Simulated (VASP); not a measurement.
# Be12Al in VASP: a series of runs, part 2 of 2

VASP 6.6.1. The steps go on from the part before.

**4. Single point, PBEsol**

Input file INCAR:

```
  ALGO = Normal
  EDIFF = 1E-7
  ENCUT = 520
  GGA = PS
  ISIF = 2
  ISMEAR = 0
  LASPH = True
  LCHARG = False
  LREAL = False
  LWAVE = False
  NBANDS = 26
  NELM = 100
  PREC = Accurate
  SIGMA = 0.05
```

Input file KPOINTS:

```
k-points
0
Gamma
  4 4 1
```

Input file POSCAR:

```
Be12Al
1.0
    4.5800000000      0.0000000000      0.0000000000
    2.2900000000      3.9663960000      0.0000000000
    0.0000000000      0.0000000000     14.5884300000
Be Al
12 1
Direct
    0.0000000000      0.0000000000      0.0685474722
    0.5000000000      0.0000000000      0.0685474722
    0.0000000000      0.5000000000      0.0685474722
    0.5000000000      0.5000000000      0.0685474722
   -0.1614906948      0.3322953633      0.1902132032
    0.3308147755      0.3315145538      0.1903217139
   -0.1677583991      0.8332539161      0.1920776944
    0.3324001668      0.8354092733      0.1893403882
   -0.0009277422      0.0010790652      0.3138045698
    0.4997133903     -0.0004883527      0.3172023309
    0.0005388190      0.5014625368      0.3171897867
    0.5046211725      0.4959323275      0.3062210944
    0.3360326548      0.6747949524      0.4598147299
```

Potentials or basis: VASP PAW PBE potentials, release 64 (Be, Al).

On the command line:

```sh
$ cat potpaw_PBE.64/Be/POTCAR potpaw_PBE.64/Al/POTCAR > POTCAR
$ mpirun -np 1 vasp_std > vasp.out
```

OUTCAR:

```text
EDIFF = 1E-7
   ENCUT = 520
   GGA = PS
   ISIF = 2
   ISMEAR = 0
   LASPH = True
   LREAL = False
   NELM = 100
   PREC = Accurate

 ion  position               nearest neighbor table
   1  0.000  0.000  0.069-   8 2.20   5 2.21   7 2.24   3 2.29   3 2.29   4 2.29   4 2.29   2 2.29
                             2 2.29
   2  0.500  0.000  0.069-   8 2.20   6 2.21   7 2.23   4 2.29   3 2.29   4 2.29   3 2.29   1 2.29
                             1 2.29
   3  0.000  0.500  0.069-   5 2.20   6 2.21   7 2.23   1 2.29   1 2.29   2 2.29   2 2.29   4 2.29
                             4 2.29
   4  0.500  0.500  0.069-   8 2.21   6 2.22   5 2.23   2 2.29   1 2.29   2 2.29   1 2.29   3 2.29
                             3 2.29
   5  0.839  0.332  0.190-  12 2.15   3 2.20   1 2.21   4 2.23   9 2.23   6 2.25   8 2.27  11 2.27
                             7 2.28   7 2.30   8 2.31   6 2.33
   6  0.331  0.332  0.190-  12 2.16   3 2.21   2 2.21   4 2.22   5 2.25  11 2.27   8 2.27  10 2.27
                             7 2.29   7 2.29   8 2.31   5 2.33
   7  0.832  0.833  0.192-   9 2.22   2 2.23   3 2.23   1 2.24  11 2.25  10 2.25   5 2.28   8 2.28
                             6 2.29   6 2.29   8 2.30   5 2.30
   8  0.332  0.835  0.189-  12 2.17   2 2.20   1 2.20   4 2.21   9 2.25   6 2.27   5 2.27  10 2.28
                             7 2.28   7 2.30   5 2.31   6 2.31
   9  0.999  0.001  0.314-   7 2.22   5 2.23   8 2.25  12 2.27  11 2.29  10 2.29  10 2.29  11 2.30
                            12 2.32  13 2.62
  10  0.500  1.000  0.317-   7 2.25   6 2.27   8 2.28  11 2.29   9 2.29  12 2.29   9 2.29  11 2.29
                            12 2.30  13 2.87
  11  0.001  0.501  0.317-   7 2.25   6 2.27   5 2.27   9 2.29  10 2.29  12 2.29  10 2.29   9 2.30
                            12 2.30
  12  0.505  0.496  0.306-   5 2.15   6 2.16   8 2.17   9 2.27  11 2.29  10 2.29  10 2.30  11 2.30
                             9 2.32  13 2.38
  13  0.336  0.675  0.460-  12 2.38   9 2.62  10 2.87

  LATTYP: Found a hexagonal cell.
 ALAT       =     4.5799996975
 C/A-ratio  =     3.1852469353

  Lattice vectors:

 A1 = (  -2.2900000000,  -3.9663960000,   0.0000000000)
 A2 = (   4.5800000000,   0.0000000000,   0.0000000000)
 A3 = (   0.0000000000,   0.0000000000,  14.5884300000)

Analysis of symmetry for initial positions (statically):
=====================================================================
 Subroutine PRICEL returns:
 Original cell was already a primitive cell.

 Routine SETGRP: Setting up the symmetry group for a
 hexagonal supercell.

 Subroutine GETGRP returns: Found  1 space group operations
 (whereof  1 operations were pure point group operations)
 out of a pool of 24 trial point group operations.

The static configuration has the point symmetry C_1 .

Analysis of symmetry for dynamics (positions and initial velocities):
=====================================================================
 Subroutine PRICEL returns:
 Original cell was already a primitive cell.

 Routine SETGRP: Setting up the symmetry group for a
 hexagonal supercell.

 Subroutine GETGRP returns: Found  1 space group operations
 (whereof  1 operations were pure point group operations)
 out of a pool of 24 trial point group operations.

The dynamic configuration has the point symmetry C_1 .
[... 92 lines left out ...]
   dimension x,y,z NGXF=    72 NGYF=   72 NGZF=  216
   ions per type =              12   1
   NGX,Y,Z   is equivalent  to a cutoff of  13.07, 13.07, 12.31 a.u.
   NGXF,Y,Z  is equivalent  to a cutoff of  26.13, 26.13, 24.61 a.u.
 SYSTEM =  unknown system
   PREC   = accura    normal or accurate (medium, high low for compatibility)
   ISTART =      0    job   : 0-new  1-cont  2-samecut
   ICHARG =      2    charge: 1-file 2-atom 10-const
   ISPIN  =      1    spin polarized calculation?
   LNONCOLLINEAR =      F non collinear calculations
   LSORBIT =      F    spin-orbit coupling
   LASPH  =      T    aspherical Exc in radial PAW
   ENCUT  =  520.0 eV  38.22 Ry    6.18 a.u.   8.52  8.52 27.12*2*pi/ulx,y,z
   NELM   =    100;   NELMIN=  2; NELMDL= -5     # of ELM steps
   EDIFF  = 0.1E-06   stopping-criterion for ELM
   LREAL  =      F    real-space projection
   EDIFFG = 0.1E-05   stopping-criterion for IOM
   NSW    =      0    number of steps for IOM
   IBRION =     -1    ionic relax: 0-MD 1-quasi-New 2-CG
   NFREE  =      0    steps in history (QN), initial steepest desc. (CG)
   ISIF   =      2    stress and relaxation
   ISYM   =      2    0-nonsym 1-usesym 2-fastsym
   POTIM  = 0.5000    time-step for ionic-motion
   TEBEG  =    0.0;   TEEND  =   0.0 temperature during run
   PSTRESS=    0.0 pullay stress
   NELECT =      27.0000    total number of electrons
   NUPDOWN=      -1.0000    fix difference up-down
   EMIN   =  10.00;   EMAX   =-10.00  energy-range for DOS
   EFERMI =   0.00;   METHOD = LEGACY
   ISMEAR =     0;   SIGMA  =   0.05  broadening in eV -4-tet -1-fermi 0-gaus
   EFERMI_NEDOS =   21; number of points for ismear=-14 and -15
   IALGO  =     38    algorithm
   IMIX   =      4    mixing-type and parameters
     AMIX     =   0.40;   BMIX     =  1.00
     AMIX_MAG =   1.60;   BMIX_MAG =  1.00
  volume/ion in A,a.u.               =      20.39       137.57
  Fermi-wavevector in a.u.,A,eV,Ry     =   0.764609  1.444901  7.954331  0.584627
  Thomas-Fermi vector in A             =   1.864548
   LORBIT       =      0    0 simple, 1 ext, 2 COOP (PROOUT), +10 PAW based schemes
   GGA     = PS    functional components
   LHFCALC =     F    Hartree Fock is set to
   AEXX    =    0.0000 exact exchange contribution
   IVDW    =     0    specifies the selected vdW correction
   LEPSILON=     F    determine dielectric tensor
   LRPA    =     F    only Hartree local field effects (RPA)
 non-spin polarized calculation
 Gauss-broadening in eV      SIGMA  =   0.05
  energy-cutoff  :      520.00
  volume of cell :      265.01
 maximum number of plane-waves:      7153
 NGX is ok and might be reduce to    36
   NGX = 17   NGY = 17   NGZ = 55

 number of electron      27.0000000 magnetization

 Free energy of the ion-electron system (eV)
  ---------------------------------------------------
  ext. energy  EPLUGINS =         0.00000000
  ---------------------------------------------------
  free energy    TOTEN  =       -47.02967183 eV

  energy without entropy =      -47.01976780  energy(sigma->0) =      -47.02471982

 E-fermi :   0.0280     XC(G=0):  -6.1160

 val. band max:        0.0155336325   @ k =   0.5000   0.2500   0.0000
 cond. band min:       0.0996373628   @ k =   0.5000   0.5000   0.0000
 fundamental gap:      0.0841037303
 Fermi energy:         0.0279811207

 k-point     1 :       0.0000    0.0000    0.0000
  band No.  band energies     occupation
      1      -9.6712      2.00000
      2      -7.6811      2.00000
      3      -5.4383      2.00000
      4      -3.5191      2.00000
      5      -3.5063      2.00000
      6      -3.4965      2.00000
[... 269 lines left out ...]
     24       5.6363      0.00000
     25       5.9370      0.00000
 [bands above 25 left out]

------------------------ aborting loop because EDIFF is reached ----------------------------------------

  FORCE on cell =-STRESS in cart. coord.  units (eV):
  Direction    XX          YY          ZZ          XY          YZ          ZX
  --------------------------------------------------------------------------------------
  -------------------------------------------------------------------------------------
  Total       -9.1362921     -8.8874070      0.2225734     -0.2375676      0.0909506     -0.0947938
  in kB      -55.2345033    -53.7298399      1.3455932     -1.4362423      0.5498525     -0.5730867
  external PRESSURE =     -35.8729167 kB  Pullay stress =       0.0000000 kB

 VOLUME and BASIS-vectors are now :
 -----------------------------------------------------------------------------
  energy-cutoff  :      520.00
  volume of cell :      265.01
      direct lattice vectors                 reciprocal lattice vectors
     4.580000000  0.000000000  0.000000000     0.218340611 -0.126059022  0.000000000
     2.290000000  3.966396000  0.000000000     0.000000000  0.252118044  0.000000000
     0.000000000  0.000000000 14.588430000     0.000000000  0.000000000  0.068547472

 POSITION                                       TOTAL-FORCE (eV/Angst)
 -----------------------------------------------------------------------------------
      0.00000      0.00000      1.00000        -0.082473      0.053434      0.000603
      2.29000      0.00000      1.00000         0.078620      0.017087     -0.008701
      1.14500      1.98320      1.00000        -0.025320      0.017696      0.031967
      3.43500      1.98320      1.00000         0.036962     -0.093611     -0.070498
      4.60133      1.31801      2.77491         0.002019     -0.002413     -0.012067
      2.27430      1.31492      2.77650        -0.000816     -0.004603     -0.008591
      5.71982      3.30501      2.80211        -0.000304     -0.006937      0.002527
      3.43548      3.31356      2.76218         0.003032      0.002498     -0.000576
      4.57822      0.00428      4.57792         0.011864      0.002624      0.003412
      4.57757      3.96446      4.62748        -0.014663     -0.000230      0.015063
      1.15082      1.98900      4.62730         0.008214      0.014063      0.025819
      3.44685      1.96706      4.46729         0.010254     -0.022197      0.000195
      3.08431      2.67650      6.70798        -0.027390      0.022589      0.020847
 -----------------------------------------------------------------------------------
    total drift:                                0.000004      0.000004      0.000083

  FREE ENERGIE OF THE ION-ELECTRON SYSTEM (eV)
  ---------------------------------------------------
  free  energy   TOTEN  =       -47.0296718325 eV

  energy  without entropy=      -47.0197678026  energy(sigma->0) =      -47.02471982
```

Run time: 93 s. Hardware: 1 thread of Intel Xeon Platinum 8259CL at 2.50GHz (Skylake/Cascade Lake), shared host; peak memory 0.37 GiB.

Results:

```
Free energy            : -47.0297 eV
Largest force          : 0.123 eV/Å
Band gap on the k mesh : none (metal or under the smearing width)
```

Forces on the atoms (eV/Å):
```
Be  -0.082  0.053  0.001
Be   0.079  0.017 -0.009
Be  -0.025  0.018  0.032
Be   0.037 -0.094 -0.070
Be   0.002 -0.002 -0.012
Be  -0.001 -0.005 -0.009
Be   0.000 -0.007  0.003
Be   0.003  0.002 -0.001
Be   0.012  0.003  0.003
Be  -0.015  0.000  0.015
Be   0.008  0.014  0.026
Be   0.010 -0.022  0.000
Al  -0.027  0.023  0.021
```

Levels at points of the mesh, in eV from the Fermi level:
| k point | band 10 | band 11 | band 12 | band 13 | band 14 | band 15 | band 16 | band 17 | band 18 | band 19 |
| --- | --- | --- | --- | --- | --- | --- | --- | --- | --- | --- |
| (0.00, 0.00, 0.00) | -2.07 | -1.79 | -1.77 | -1.74 | -0.93 | 1.63 | 2.15 | 2.59 | 3.09 | 3.28 |
| (0.50, 0.00, 0.00) | -2.28 | -1.09 | -0.36 | 0.11 | 0.28 | 0.58 | 2.41 | 2.52 | 3.20 | 3.30 |
| (0.50, 0.50, 0.00) | -2.30 | -1.10 | -0.37 | 0.07 | 0.31 | 0.57 | 2.45 | 2.48 | 3.19 | 3.32 |
| (0.00, 0.50, 0.00) | -2.30 | -1.10 | -0.35 | 0.12 | 0.27 | 0.59 | 2.40 | 2.49 | 3.18 | 3.32 |

Caveat: the k mesh is coarse (spacing up to 0.40 Å⁻¹), so the values aren't converged; the PAW data sets were made with another functional, which shifts forces and pressure a little.

**5. Single point, PBEsol**

Input file INCAR:

```
PREC = Accurate ; ENCUT = 520
EDIFF = 1E-7 ; ISMEAR = 0
SIGMA = 0.05 ; LREAL = False
LASPH = True ; NELM = 100
ALGO = Normal ; ISIF = 2
LWAVE = False ; LCHARG = False
GGA = PS ; NBANDS = 26
```

Input file KPOINTS:

```
Automatic mesh
0
Gamma
  4 4 1
```

Input file POSCAR:

```
Be12Al
1.0
    4.5800000000      0.0000000000      0.0000000000
    2.2900000000      3.9663960000      0.0000000000
    0.0000000000      0.0000000000     14.5884300000
Be Al
12 1
Direct
    0.0000000000      0.0000000000      0.0685474722
    0.5000000000      0.0000000000      0.0685474722
    0.0000000000      0.5000000000      0.0685474722
    0.5000000000      0.5000000000      0.0685474722
   -0.1614605425      0.3319202117      0.1902411020
    0.3294119777      0.3320175293      0.1902324650
   -0.1665154271      0.8332740856      0.1922499542
    0.3320843507      0.8358719099      0.1892141238
   -0.0000538859      0.0001981648      0.3156593958
    0.4998503594      0.0003678402      0.3153832181
   -0.0009809271      0.5018339066      0.3176722924
    0.5018444721      0.4960114925      0.3056553036
    0.4176733853      0.6770829236      0.4599613529
```

On the command line:

```sh
$ cat potpaw_PBE.64/Be/POTCAR potpaw_PBE.64/Al/POTCAR > POTCAR
$ mpirun -np 1 vasp_std > vasp.out
```

Run time: 92 s. Hardware: 1 thread of Intel Xeon Platinum 8259CL at 2.50GHz (Skylake/Cascade Lake), shared host; peak memory 0.37 GiB.

Results (log left out):

```yaml
Free_energy: -47.0248 eV
Largest_force: 0.126 eV/Å
Band_gap_on_the_k_mesh: none (metal or under the smearing width)
```

Forces on the atoms (eV/Å):
```
Be  -0.089  0.035 -0.001
Be   0.090  0.038  0.000
Be   0.002  0.025  0.035
Be  -0.003 -0.098 -0.078
Be   0.000 -0.005 -0.015
Be   0.001 -0.005 -0.015
Be  -0.001 -0.008  0.002
Be  -0.001 -0.001  0.000
Be   0.017  0.001  0.010
Be  -0.014  0.000  0.009
Be  -0.002  0.018  0.034
Be  -0.003 -0.033 -0.010
Al   0.002  0.032  0.029
```

Levels at points of the mesh, in eV from the Fermi level:
| k point | band 11 | band 12 | band 13 | band 14 | band 15 | band 16 | band 17 | band 18 |
| --- | --- | --- | --- | --- | --- | --- | --- | --- |
| (0.00, 0.00, 0.00) | -1.79 | -1.77 | -1.74 | -0.93 | 1.66 | 2.10 | 2.66 | 3.13 |
| (0.50, 0.00, 0.00) | -1.09 | -0.36 | 0.10 | 0.30 | 0.57 | 2.44 | 2.49 | 3.20 |
| (0.50, 0.50, 0.00) | -1.09 | -0.36 | 0.10 | 0.30 | 0.58 | 2.44 | 2.50 | 3.20 |
| (0.00, 0.50, 0.00) | -1.09 | -0.34 | 0.16 | 0.24 | 0.60 | 2.40 | 2.49 | 3.17 |

Caveat: the k mesh is coarse (spacing up to 0.40 Å⁻¹), so the values aren't converged; the PAW data sets were made with another functional, which shifts forces and pressure a little.
